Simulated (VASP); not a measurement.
A convergence study with VASP on C: one setting is varied, all else stays as given below, so the limit is that of these other settings.

```xyz
8
Lattice="2.4674 0.0000 0.0000 -1.2337 2.1368 0.0000 0.0000 0.0000 24.0952" Properties=species:S:1:pos:R:3 pbc="T T T"
C      0.0000     0.0000    10.3651
C      0.0000     0.0000     7.0000
C      1.2337     0.7123    10.3651
C      0.0000     1.4245     7.0000
C      0.0000     0.0000    17.0952
C      0.0000     0.0000    13.7302
C      1.2337     0.7123    17.0952
C      0.0000     1.4245    13.7302
```

All values below come from PBEsol GGA, VASP's PBE PAW potentials (set 64) (plane waves; VASP). The tightest run used: 800 eV cut-off, 14×14×1 Γ-centred mesh, Gaussian smearing of 0.10 eV, potentials C.

The settings run are ENCUT = 200; ENCUT = 240; ENCUT = 280; ENCUT = 340; ENCUT = 480; ENCUT = 600; ENCUT = 800. From which on does the largest force stay within 0.02 eV/Å of the tightest run?

From ENCUT = 240 on: it is off by 0.014 there and by no more than 0.02 in any finer run, while ENCUT = 200 is off by 0.051.
| setting | E (eV/atom) | largest force (eV/Å) | plane waves | difference judged (eV/Å) |
|---|---|---|---|---|
| ENCUT = 200 | -9.3849 | 0.078 | 835 | 0.051 |
| ENCUT = 240 | -9.5917 | 0.014 | 1099 | 0.014 |
| ENCUT = 280 | -9.6634 | 0.027 | 1381 | 0.001 |
| ENCUT = 340 | -9.6673 | 0.028 | 1837 | 0.001 |
| ENCUT = 480 | -9.6434 | 0.027 | 3129 | 0.000 |
| ENCUT = 600 | -9.6449 | 0.027 | 4309 | 0.000 |
| ENCUT = 800 | -9.6511 | 0.027 | 6558 | 0.000 |

Left out are rungs that failed or repeat a setting and relaxations that didn't move; long series are thinned to 24 rows.

The cell is a sheet or thin cut with vacuum, built from a generated structure.
